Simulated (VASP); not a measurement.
## WS2 (Tungstenite): relaxation of cell and atoms with LDA

The system is WS2 (Tungstenite).

```
CELL_PARAMETERS angstrom
3.12974 0.00000 0.00000
-1.56487 2.71043 0.00000
0.00000 0.00000 12.15697
ATOMIC_POSITIONS crystal
W 0.33333 0.66667 0.25000
W 0.66667 0.33333 0.75000
S 0.33333 0.66667 0.62143
S 0.66667 0.33333 0.12143
S 0.33333 0.66667 0.87857
S 0.66667 0.33333 0.37857
```

* Program: VASP 6.6.1
* Task: relaxation of cell and atoms
* Functional: LDA
* Potentials or basis: VASP PAW LDA potentials, release 64 (W_sv, S)
* Cutoff: 600 eV
* k mesh: 12 × 12 × 3
* Occupations: gaussian, width 0.03 eV
* Spin: no spin polarisation
* Further INCAR settings: ALGO = Normal; EDIFF = 1e-07; IBRION = 2; EDIFFG = -0.005; NSW = 90; ISIF = 3

```yaml
Relaxed_volume: 17.19 Å³/atom
Relaxed_cell: a = 3.130 Å, b = 3.130 Å, c = 12.158 Å, α = 90.00°, β = 90.00°, γ = 120.00°
Space_group_after_relaxing_to_0.05_Å: P6_3/mmc (No. 194)
Energy_gained_by_relaxing: 0.0 meV/atom
Ionic_steps: 3
Pressure_after_relaxing: 0.0 GPa
Band_gap_on_the_k_mesh: 0.85 eV, indirect (least direct gap 1.88 eV)
```

Final structure:
```
W S
1.0
     3.12980    0.00000    0.00000
    -1.56490    2.71048    0.00000
     0.00000    0.00000   12.15807
W S
2 4
Direct
  0.33333 0.66667 0.25000
  0.66667 0.33333 0.75000
  0.33333 0.66667 0.62143
  0.66667 0.33333 0.12143
  0.33333 0.66667 0.87857
  0.66667 0.33333 0.37857
```

Levels at points of the mesh, in eV from the valence-band top:
```tsv
k point	band 24	band 25	band 26	band 27	band 28	band 29
(0.00, 0.00, 0.00)	-1.44	-1.39	0.00	2.31	2.31	2.32
(0.50, 0.00, 0.00)	-1.78	-1.74	-1.58	2.32	2.37	2.54
```

Wall time 85 s on 2 MPI ranks on AMD EPYC 9R45 96-Core Processor (Zen 5), with other jobs on the host, peak memory 0.27 GiB a rank.

Caveat: spin-orbit coupling is left out, which moves the levels of the heavy elements; an odd mesh through Γ misses points on the zone boundary, where band edges often lie.
